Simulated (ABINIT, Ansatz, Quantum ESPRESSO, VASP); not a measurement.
MgTe (F-43m, 2 atoms in the cell) computed with different codes at matched settings

Self-consistent single point, at a second geometry (lattice scaled by 0.98). First geometry:

```
CELL_PARAMETERS angstrom
      0.00000     3.21000     3.21000
      3.21000     0.00000     3.21000
      3.21000     3.21000     0.00000
ATOMIC_POSITIONS crystal
  Mg 0.00000 0.00000 0.00000
  Te 0.25000 0.25000 0.25000
```

Shared settings, as Ansatz (an electronic-structure program) writes them: kpoints.mp_grid.grid = 7 7 7; scf.occupations.method = fermi_dirac; scf.occupations.width = 0.05 eV. Potentials and cutoffs stand in the table.

```tsv
code	model	ΔF from the first geometry (meV/atom)	pressure (GPa)	gap on the mesh (eV)	cutoff
Quantum ESPRESSO	PBE, SSSP 1.1.2 precision (PBE) pseudopotentials	34.5	4.25	2.791	50 Ry
VASP	PBE, VASP's PBE PAW potentials (set 64)	–	–	2.785	300 eV
Ansatz	PBE, default PAW files	34.4	4.26	2.793	default
ABINIT	PBE, norm-conserving pseudopotentials (PseudoDojo nc-sr-05 PBE standard)	34.6	4.27	2.778	42 Ha
```

A dash marks a value that a program does not give, or that is left out as unsure.

Gaps are read on the mesh.

On Ansatz's run: spin-orbit coupling is off.

The spread over the programs that give each value: ΔF from the first geometry within 0.2 meV/atom; pressure within 0.02 GPa; gap on the mesh within 0.015 eV.

Ansatz's pressure is given at a fixed set of plane waves, as the other plane-wave codes print theirs.

VASP's run is marked for a possible Pulay error in its stress at this cutoff; no cutoff test was made.

The starting cell has typed, rounded lattice constants, without a prior relaxation at this level. For this run, on top of that: lattice scaled by 0.98.

Left out of this page: GPAW, CP2K, Elk, FLEUR and SIESTA (not drawn, or without a comparable value).

Keys are those of Ansatz 0.2.
